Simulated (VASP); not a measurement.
These are LDA (Ceperley-Alder, Perdew-Zunger), VASP's LDA PAW potentials (set 64) (plane waves; VASP 6.6.1) values and carry that method's errors.

A VASP calculation is set up with these files.

**INCAR**
```
SYSTEM = BN
PREC = Accurate; ENCUT = 620; LREAL = .FALSE.
LASPH = .TRUE.
EDIFF = 1E-6; NELM = 100; ALGO = Normal
ISMEAR = 0; SIGMA = 0.05
IBRION = 2; NSW = 40; ISIF = 3
EDIFFG = -0.02; PSTRESS = 450
LWAVE = .FALSE.; LCHARG = .FALSE.
```

File KPOINTS:
```
K-points
0
Gamma
 10 10 6
```

### POSCAR
```
BN
1.0
  1.2347379184  -2.1386290281   0.0000000000
  1.2347379184   2.1386290281   0.0000000000
  0.0000000000   0.0000000000   4.0873820303
B N
2 2
direct
  0.6666670000   0.3333330000   0.5004748417
  0.3333330000   0.6666670000   0.0004748417
  0.6666670000   0.3333330000   0.8745251583
  0.3333330000   0.6666670000   0.3745251583
```

POTCAR, in this order: B N (LDA.64 set). Program: vasp_std.

Output of the run:

File OUTCAR:
```
 ion  position               nearest neighbor table
   1  0.667  0.333  0.500-   4 1.52   4 1.52   4 1.52   3 1.53
   2  0.333  0.667  0.000-   3 1.52   3 1.52   3 1.52   4 1.53
   3  0.667  0.333  0.875-   2 1.52   2 1.52   2 1.52   1 1.53
   4  0.333  0.667  0.375-   1 1.52   1 1.52   1 1.52   2 1.53
  LATTYP: Found a hexagonal cell.
 ALAT       =     2.4694760268
 C/A-ratio  =     1.6551616561
 Subroutine PRICEL returns:
 Original cell was already a primitive cell.
 Subroutine GETGRP returns: Found 12 space group operations
The static configuration has the point symmetry C_3v.
 The point group associated with its full space group is C_6v.
The dynamic configuration has the point symmetry C_3v.
 Subroutine INISYM returns: Found 12 space group operations
 Subroutine IBZKPT returns following result:
 Found     56 irreducible k-points:

 Following reciprocal coordinates:
            Coordinates               Weight
  0.000000  0.000000  0.000000      1.000000
  0.100000 -0.000000  0.000000      6.000000
  0.200000 -0.000000  0.000000      6.000000
  0.300000  0.000000  0.000000      6.000000
  0.400000  0.000000  0.000000      6.000000
  0.500000  0.000000  0.000000      3.000000
  0.100000  0.100000  0.000000      6.000000
  0.200000  0.100000  0.000000     12.000000
  0.300000  0.100000  0.000000     12.000000
  0.400000  0.100000  0.000000     12.000000
  0.200000  0.200000  0.000000      6.000000
  0.300000  0.200000  0.000000     12.000000
  0.400000  0.200000  0.000000      6.000000
  0.300000  0.300000  0.000000      6.000000
  0.000000  0.000000  0.166667      2.000000
  0.100000 -0.000000  0.166667     12.000000
  0.200000 -0.000000  0.166667     12.000000
  0.300000  0.000000  0.166667     12.000000
  0.400000  0.000000  0.166667     12.000000
  0.500000  0.000000  0.166667      6.000000
...
```

File OSZICAR:
```
       N       E                     dE             d eps       ncg     rms          rms(c)
DAV:   1     0.580067182698E+02    0.58007E+02   -0.99728E+03  1344   0.152E+03
DAV:   2    -0.388849040047E+02   -0.96892E+02   -0.91248E+02  1904   0.291E+02
DAV:   3    -0.412552705735E+02   -0.23704E+01   -0.23583E+01  1788   0.443E+01
DAV:   4    -0.412659928315E+02   -0.10722E-01   -0.10716E-01  1636   0.328E+00
DAV:   5    -0.412660889026E+02   -0.96071E-04   -0.96039E-04  1748   0.283E-01    0.992E+00
DAV:   6    -0.389835764304E+02    0.22825E+01   -0.53170E+00  1564   0.194E+01    0.471E+00
DAV:   7    -0.386963769159E+02    0.28720E+00   -0.31439E-01  1604   0.515E+00    0.265E+00
DAV:   8    -0.386277328943E+02    0.68644E-01   -0.10107E-01  1544   0.284E+00    0.235E-01
DAV:   9    -0.386269629341E+02    0.76996E-03   -0.22575E-03  1732   0.476E-01    0.136E-01
DAV:  10    -0.386269221483E+02    0.40786E-04   -0.11828E-04  1616   0.119E-01    0.195E-02
DAV:  11    -0.386269200728E+02    0.20755E-05   -0.20141E-05  1696   0.378E-02    0.113E-02
DAV:  12    -0.386269199312E+02    0.14159E-06   -0.17811E-06  1080   0.133E-02
   1 F= -.32563922E+02 E0= -.32563922E+02  d E =-.325639E+02
       N       E                     dE             d eps       ncg     rms          rms(c)
DAV:   1    -0.383120484585E+02    0.31487E+00   -0.50775E+00  1520   0.265E+01    0.294E+00
DAV:   2    -0.381578637006E+02    0.15418E+00   -0.37643E-01  1644   0.620E+00    0.970E-01
DAV:   3    -0.381452682366E+02    0.12595E-01   -0.40158E-02  1572   0.180E+00    0.305E-01
DAV:   4    -0.381433035134E+02    0.19647E-02   -0.17885E-03  1600   0.430E-01    0.153E-01
DAV:   5    -0.381429156549E+02    0.38786E-03   -0.46162E-04  1584   0.196E-01    0.707E-02
DAV:   6    -0.381429058163E+02    0.98386E-05   -0.31123E-05  1696   0.569E-02    0.576E-03
DAV:   7    -0.381429058221E+02   -0.58099E-08   -0.31845E-07   976   0.612E-03
   2 F= -.32513847E+02 E0= -.32513847E+02  d E =0.500756E-01
       N       E                     dE             d eps       ncg     rms          rms(c)
DAV:   1    -0.385547967826E+02   -0.41189E+00   -0.19191E+00  1504   0.159E+01    0.182E+00
DAV:   2    -0.384942601162E+02    0.60537E-01   -0.15717E-01  1656   0.395E+00    0.571E-01
DAV:   3    -0.384898871738E+02    0.43729E-02   -0.13691E-02  1548   0.105E+00    0.179E-01
DAV:   4    -0.384890581868E+02    0.82899E-03   -0.70347E-04  1596   0.262E-01    0.828E-02
DAV:   5    -0.384889254402E+02    0.13275E-03   -0.16644E-04  1600   0.115E-01    0.403E-02
DAV:   6    -0.384889221490E+02    0.32912E-05   -0.90145E-06  1676   0.316E-02    0.337E-03
DAV:   7    -0.384889220601E+02    0.88909E-07   -0.22545E-07   884   0.446E-03
   3 F= -.32592771E+02 E0= -.32592771E+02  d E =-.288485E-01
       N       E                     dE             d eps       ncg     rms          rms(c)
DAV:   1    -0.384856301677E+02    0.32920E-02   -0.28041E-04  1516   0.194E-01    0.222E-02
DAV:   2    -0.384856211671E+02    0.90005E-05   -0.23016E-05  1640   0.477E-02    0.703E-03
DAV:   3    -0.384856204934E+02    0.67370E-06   -0.19057E-06   812   0.129E-02
   4 F= -.32592775E+02 E0= -.32592775E+02  d E =-.288523E-01
       N       E                     dE             d eps       ncg     rms          rms(c)
DAV:   1    -0.384854890912E+02    0.13208E-03   -0.94924E-03  1500   0.955E-01    0.231E-02
DAV:   2    -0.384854890129E+02    0.78316E-07   -0.85827E-05  1676   0.924E-02    0.136E-02
DAV:   3    -0.384854848367E+02    0.41762E-05   -0.58141E-06  1620   0.244E-02    0.193E-03
DAV:   4    -0.384854848511E+02   -0.14439E-07   -0.57528E-07   908   0.703E-03
   5 F= -.32592767E+02 E0= -.32592767E+02  d E =0.792258E-05
       N       E                     dE             d eps       ncg     rms          rms(c)
DAV:   1    -0.384855903932E+02   -0.10556E-03   -0.26762E-03  1492   0.507E-01    0.122E-02
DAV:   2    -0.384855903219E+02    0.71222E-07   -0.23833E-05  1680   0.488E-02    0.720E-03
DAV:   3    -0.384855891289E+02    0.11930E-05   -0.15628E-06  1188   0.131E-02    0.966E-04
DAV:   4    -0.384855891442E+02   -0.15301E-07   -0.27118E-07   852   0.494E-03
   6 F= -.32592803E+02 E0= -.32592803E+02  d E =-.282178E-04
```

OUTCAR:
```
------------------------ aborting loop because EDIFF is reached ----------------------------------------
  FORCE on cell =-STRESS in cart. coord.  units (eV):
  Direction    XX          YY          ZZ          XY          YZ          ZX
  --------------------------------------------------------------------------------------
  Total        5.8962411      5.8962424      5.9276073      0.0000000     -0.0000000      0.0000000
  in kB      450.2638156    450.2639171    452.6590866      0.0000000     -0.0000000      0.0000000
  external PRESSURE =       1.0622731 kB  Pullay stress =     450.0000000 kB
  volume of cell :       20.98
      direct lattice vectors                 reciprocal lattice vectors
     1.222867479 -2.118068843  0.000000000     0.408875049 -0.236064093  0.000000000
     1.222867479  2.118068843 -0.000000000     0.408875049  0.236064093  0.000000000
     0.000000000  0.000000000  4.050133178     0.000000000  0.000000000  0.246905461
  FREE ENERGIE OF THE ION-ELECTRON SYSTEM (eV)
  ---------------------------------------------------
  free  energy   TOTEN  =       -38.4855891442 eV

  energy  without entropy=      -38.4855891442  energy(sigma->0) =      -38.48558914
  enthalpy is  TOTEN    =       -32.5928027564 eV   P V=        5.8927863878

 reached required accuracy - stopping structural energy minimisation
```
(Selected blocks of OUTCAR.)

CONTCAR:
```
BN
   1.00000000000000
     1.2228674787371694   -2.1180688428188561    0.0000000000000000
     1.2228674787371694    2.1180688428188561   -0.0000000000000000
     0.0000000000000000    0.0000000000000000    4.0501331784593662
  B               N
     2     2
Direct
     0.6666669999999968    0.3333330000000032    0.5006613278331707
     0.3333330000000032    0.6666669999999968    0.0006613278331708
     0.6666669999999968    0.3333330000000032    0.8743386721668293
     0.3333330000000032    0.6666669999999968    0.3743386721668293
```

Energy and stress use the plane-wave basis of the starting cell.

The compound is BN in the wurtzite structure, a metastable high-pressure form. This run relaxes it under an external pressure of 45 GPa. Symmetry was kept, so distortions that lower it aren't found.
